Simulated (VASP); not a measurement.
Input for VASP

**KPOINTS**
```
Automatic mesh
0
Gamma
10 10 10
0 0 0
```

File POSCAR:
```
SiC
1
    0.0000000000     2.1449185130     2.1775822467
    2.1775822467     0.0000000000     2.1775822467
    2.1775822467     2.1449185130     0.0000000000
Si C
1 1
Direct
  0.0000000000   0.0000000000   0.0000000000
  0.2500000000   0.2500000000   0.2500000000
```

INCAR:
```
! general
SYSTEM   =  SiC
PREC     =  Accurate
ENCUT    =  600   ! plane-wave cut-off (eV)
LREAL    =  .False.   ! projection in real space or not
LASPH    =  .True.   ! aspherical one-centre terms

! electronic loop
EDIFF    =  1E-7   ! SCF stop (eV)
NELM     =  100   ! most electronic steps
ALGO     =  Normal   ! blocked Davidson
LMIXTAU  =  .True.

! smearing
ISMEAR   =  0   ! Gaussian
SIGMA    =  0.05   ! width (eV)

! functional
METAGGA  =  R2SCAN

! ions
IBRION   =  2
NSW      =  30   ! most ionic steps
ISIF     =  2   ! forces and stress, cell fixed
EDIFFG   =  -0.01

! output
LWAVE    =  .False.
LCHARG   =  .False.
```

POTCAR, in this order: Si C (PBE.64 set). Program: vasp_std.

Question: Translate this r2SCAN calculation to Ansatz.

Answer: One equivalent input (not run):
Ansatz 0.2 input:
```yaml
crystal:
  lattice:
    - [0.0000000, 2.1449185, 2.1775822]
    - [2.1775822, 0.0000000, 2.1775822]
    - [2.1775822, 2.1449185, 0.0000000]
  atoms:
    - { symbol: Si, position: [0.0000000, 0.0000000, 0.0000000] }
    - { symbol: C, position: [0.2500000, 0.2500000, 0.2500000] }
kpoints:
  mp_grid: { grid: [10, 10, 10] }
hamiltonian:
  xc: r2scan
  pseudopotentials: { kind: paw }
scf:
  occupations: { method: gaussian, width: 0.05 }
  max_iter: 100
relax:
  max_steps: 30
  f_tol: 0.01
output: { forces: true, stress: true, eigenvalues: true }
```
The two are equivalent in intent, not identical: each code has its own PAW files, so the cut-off isn't converted (ENCUT is set for VASP's; basis.ecutwfc is left out, and Ansatz then takes the one that its files recommend); Ansatz stops its SCF on the density residual and VASP on the energy change (EDIFF).

The compound is SiC in the zinc blende structure. This cell was strained or had an atom moved on purpose.
